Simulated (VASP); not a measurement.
OSZICAR of a VASP run on SiC (zinc blende):

OSZICAR:
```
       N       E                     dE             d eps       ncg     rms          rms(c)
DAV:   1     0.644920154360E+01    0.64492E+01   -0.42102E+03   792   0.835E+02
DAV:   2    -0.148127557587E+02   -0.21262E+02   -0.19683E+02  1096   0.110E+02
DAV:   3    -0.151911051175E+02   -0.37835E+00   -0.37835E+00   856   0.178E+01
DAV:   4    -0.151922494177E+02   -0.11443E-02   -0.11443E-02  1192   0.104E+00
DAV:   5    -0.151922497649E+02   -0.34717E-06   -0.34717E-06   888   0.165E-02    0.885E+00
DAV:   6    -0.132849012778E+02    0.19073E+01   -0.81002E+00   816   0.163E+01    0.379E+00
DAV:   7    -0.132285032814E+02    0.56398E-01   -0.36885E-01  1112   0.430E+00    0.179E+00
DAV:   8    -0.132204479207E+02    0.80554E-02   -0.22588E-02   816   0.135E+00    0.157E-01
DAV:   9    -0.132206520970E+02   -0.20418E-03   -0.66475E-04  1144   0.231E-01    0.959E-02
DAV:  10    -0.132207226438E+02   -0.70547E-04   -0.18294E-04   944   0.107E-01    0.231E-02
DAV:  11    -0.132207223381E+02    0.30568E-06   -0.22601E-05   920   0.310E-02    0.103E-02
DAV:  12    -0.132207226671E+02   -0.32893E-06   -0.84962E-07   960   0.757E-03    0.156E-03
DAV:  13    -0.132207227020E+02   -0.34943E-07   -0.25989E-08   584   0.155E-03
   1 F= -.13220723E+02 E0= -.13220723E+02  d E =-.233821E-14
```

Task: Which electronic solver shows in the log?

Result: It is blocked Davidson (ALGO = Normal, or the opening steps of other solvers). The INCAR had ALGO = Normal.

Task: Can the final energy be trusted as converged?

Result: The run converged. It stopped with EDIFF = 1E-7, NELM = 100 (rev-vdW-DF2, plane waves, VASP's PBE PAW potentials (set 64)).

The compound is SiC in the zinc blende structure. This cell is one point of a volume scan, at 0.97 of the reference volume.
